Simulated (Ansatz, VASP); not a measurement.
Given: the input of a run of Ansatz 0.2.0 on TaV. Atoms were shifted at random by some hundredths of an Å from the given cell, which wasn't relaxed again for these runs. The cell comes from a database or a generator and needn't be the stable form of this composition.

Contents of input.yaml:

```yaml
crystal:
  lattice:
    - [1.6067, -2.307775, 0.0]
    - [1.6067, 2.307775, 0.0]
    - [0.0, 0.0, 4.341361]
  atoms:
    - { symbol: Ta, position: [0.00647, 0.008908, 0.001139] }
    - { symbol: V, position: [0.503366, 0.496911, 0.495941], spin: 2.0 }
hamiltonian:
  xc: pbe
  pseudopotentials: { kind: paw }
magnetization:
  spin_polarized: true
kpoints:
  mp_grid: { grid: [10, 10, 6] }
scf:
  occupations: { method: fermi_dirac, width: 0.05 }
output:
  forces: true
  stress: true
  eigenvalues: true
```

Potentials or basis: Ansatz PAW.

Command:

```bash
$ ansatz run input.yaml --threads 2 --pin off --max-ram 5120MiB --backend cpu --events-out ev --progress --plain --runs-dir out
```

Translate it to VASP 6.6.1. Potentials or basis there: PBE PAW files Ta_pv, V_sv, 520 eV.

As run (cutoffs and basis follow the program's own potentials, and thresholds, step limits or extra output files can differ):

File INCAR:

```
SYSTEM = TaV
PREC = Accurate
ENCUT = 520
EDIFF = 1E-7
ISMEAR = -1
SIGMA = 0.05
LREAL = .FALSE.
LASPH = .TRUE.
NELM = 120
ALGO = Normal
ISIF = 2
LWAVE = .FALSE.
LCHARG = .TRUE.
ISPIN = 2
MAGMOM = 0 2
LORBIT = 11
LMAXMIX = 4
GGA = PE
LELF = .TRUE.
LVHAR = .TRUE.
NBANDS = 23
```

Contents of KPOINTS:

```
regular mesh
0
G
  10 10 6
  0 0 0
```

File POSCAR:

```
TaV
1.0
    1.6067000000     -2.3077750000      0.0000000000
    1.6067000000      2.3077750000      0.0000000000
    0.0000000000      0.0000000000      4.3413610000
Ta V
1 1
Direct
    0.0064700000      0.0089080000      0.0011390000
    0.5033660000      0.4969110000      0.4959410000
```

Potentials or basis: VASP PAW PBE potentials, release 64 (Ta_pv, V_sv).

Run with:

```console
$ cat potpaw_PBE.64/Ta_pv/POTCAR potpaw_PBE.64/V_sv/POTCAR > POTCAR
$ mpirun -np 1 vasp_std > vasp.out
```

Both were run:

|  | Ansatz | VASP |
| --- | --- | --- |
| Pressure | 0.0 GPa | 0.2 GPa |
| Largest force | 0.200 eV/Å | 0.200 eV/Å |
| Net moment | 0.00 μB per cell | 0.00 μB per cell |

Ansatz's pressure holds a Pulay term of +0.07 GPa for its cutoff of 420 eV, which the other run lacks.

The potentials hold 26 and 24 valence electrons a cell.

Where Ansatz's input types no cutoff or centring, it takes its own default and a Γ-centred mesh.

The magnetic state is the one that the start led to; the real crystal's order can differ.

Pressure is positive in compression.
